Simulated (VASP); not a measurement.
Input:

```
CELL_PARAMETERS angstrom
      3.99822     0.00000     0.00000
     -1.99911     3.46256     0.00000
      0.00000     0.00000     4.94932
ATOMIC_POSITIONS crystal
  Fe 0.00000 0.00000 0.74305
  Fe 0.00000 0.00000 0.25695
  Fe 0.66667 0.33333 0.00000
  Ge 0.66667 0.33333 0.50000
  Ge 0.33333 0.66667 0.00000
```

Method: r2SCAN meta-GGA, VASP's PBE PAW potentials (set 64) (plane waves; VASP 6.6.1). Numerical set-up: 400 eV cut-off, 10×10×7 Γ-centred mesh, tetrahedra with Blöchl corrections, potentials Fe Ge_d.

The cores are frozen, which limits the accuracy of field gradients. The run has a spin-polarised start.

### Question
Give the principal components of the electric field gradient (V/Å²) and the asymmetry η at each nucleus.

### Answer

| atom | Vxx | Vyy | Vzz | η |
|---|---|---|---|---|
| Fe1 | 35.8 | 35.8 | -71.5 | 0.00 |
| Fe2 | 35.8 | 35.8 | -71.5 | 0.00 |
| Fe3 | -31.2 | -31.2 | 62.4 | 0.00 |
| Ge4 | 17.4 | 17.4 | -34.9 | 0.00 |
| Ge5 | -94.7 | -94.7 | 189.4 | 0.00 |

The structure comes from a computed database's Fe3Ge2 entry (P-6m2); how it stands against other phases isn't given here. It was relaxed first.
